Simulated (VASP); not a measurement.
Given:

```
Hf
1.0
    1.59500    -2.76262     0.00000
    1.59500     2.76262     0.00000
    0.00000     0.00000     5.05000
Hf
2
Cartesian
  1.59500   0.92088   1.26250
  1.59500  -0.92088   3.78750
```

Level of theory: revTPSS meta-GGA, VASP's PBE PAW potentials (set 64) (plane waves; VASP). Numerical set-up: 520 eV cut-off, 12×12×7 Γ-centred mesh, first-order Methfessel-Paxton smearing of 0.10 eV, potentials Hf_pv.

Energy and stress use the plane-wave basis of the starting cell.

Problem. The ions, cell shape and volume are relaxed. Which structure does the run end with?

Solution. 
```
Hf
1.0
    1.58136    -2.73900     0.00000
    1.58136     2.73900     0.00000
    0.00000     0.00000     5.00279
Hf
2
Direct
  0.33333   0.66667   0.25000
  0.66667   0.33333   0.75000
```
Space group P6_3/mmc (194), at a tolerance of 0.03 Å.

Problem. How do energy and volume change from the first to the last step?

Solution. The energy (σ→0) changes by -5.3 meV/atom and the volume by -2.6 %, in 4 ionic steps.

```json
[
 {"step": "1", "E(σ→0) (eV)": "53.7833", "max force (eV/Å)": "0.000", "pressure (GPa)": "-2.90", "volume (Å³)": "44.50"},
 {"step": "2", "E(σ→0) (eV)": "53.7897", "max force (eV/Å)": "0.000", "pressure (GPa)": "4.00", "volume (Å³)": "41.96"},
 {"step": "3", "E(σ→0) (eV)": "53.7726", "max force (eV/Å)": "0.000", "pressure (GPa)": "-0.02", "volume (Å³)": "43.36"},
 {"step": "4", "E(σ→0) (eV)": "53.7726", "max force (eV/Å)": "0.000", "pressure (GPa)": "0.03", "volume (Å³)": "43.34"}
]
```

The compound is Hf in the hcp structure. This run relaxes it. Symmetry was kept, so distortions that lower it aren't found.
